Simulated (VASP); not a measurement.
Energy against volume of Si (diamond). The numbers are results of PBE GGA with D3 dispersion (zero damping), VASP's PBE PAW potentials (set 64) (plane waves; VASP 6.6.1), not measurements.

| V (Å³/atom) | E (eV/atom) |
|---|---|
| 19.054 | -5.54619 |
| 19.662 | -5.56363 |
| 20.270 | -5.56906 |
| 20.878 | -5.56434 |
| 21.487 | -5.55114 |

**Question.** Fit a third-order Birch-Murnaghan equation of state.

**Answer.** 
```
Quantity                                          Value
---------------------------------------  --------------
volume per atom                          20.27 Å^3/atom
bulk modulus                                   88.5 GPa
pressure derivative of the bulk modulus            4.78
lattice constant a                              5.454 Å
```

Measured: bulk modulus 101 GPa at 0 K (computed value off by -12.2 %), as given by Jianwei Sun et al., Physical Review B (2011), doi:10.1103/physrevb.84.035117 [0 K value with zero-point phonon effects removed]; a 5.421 Å at 0 K (computed value off by +0.6 %), as given by Daniel Mejia-Rodriguez et al., Physical Review B (2018), arXiv:1807.09216 [static lattice: zero-point anharmonic expansion removed].

The compound is Si in the diamond structure. It was relaxed first.
